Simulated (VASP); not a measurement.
A run of VASP 6.6.1 is set up as follows.

The input INCAR:

```
PREC = Accurate
ENCUT = 520
EDIFF = 1E-7
ISMEAR = 0
SIGMA = 0.1
LREAL = F
LASPH = T
NELM = 100
ALGO = Fast
ISIF = 2
LWAVE = F
LCHARG = T
GGA = PE
LELF = T
LVHAR = T
NBANDS = 28
```

File KPOINTS:

```
Automatic mesh
0
Gamma
  6 6 6
```

The input POSCAR:

```
CsSb6
1.0
    7.3822405222      0.0000000000      0.0000000000
    0.0000000000      7.3822405222      0.0000000000
    0.0000000000      0.0000000000      7.3822405222
Cs Sb
1 6
Direct
    0.0000000000      0.0000000000      0.0000000000
    0.7995948715      0.5000000000      0.5000000000
    0.2004051285      0.5000000000      0.5000000000
    0.5000000000      0.5000000000      0.7995948715
    0.5000000000      0.5000000000      0.2004051285
    0.5000000000      0.2004051285      0.5000000000
    0.5000000000      0.7995948715      0.5000000000
```

Potentials or basis: VASP PAW PBE potentials, release 64 (Cs_sv, Sb).

Run with:

```bash
$ cat potpaw_PBE.64/Cs_sv/POTCAR potpaw_PBE.64/Sb/POTCAR > POTCAR
$ mpirun -np 1 vasp_std > vasp.out
```

(1) What does it give for the largest force?

(2) Predict the band gap on the k mesh.

(3) Predict the pressure.

Answers

(1) 0.014 eV/Å.

(2) none (metal or under the smearing width).

(3) 0.0 GPa.
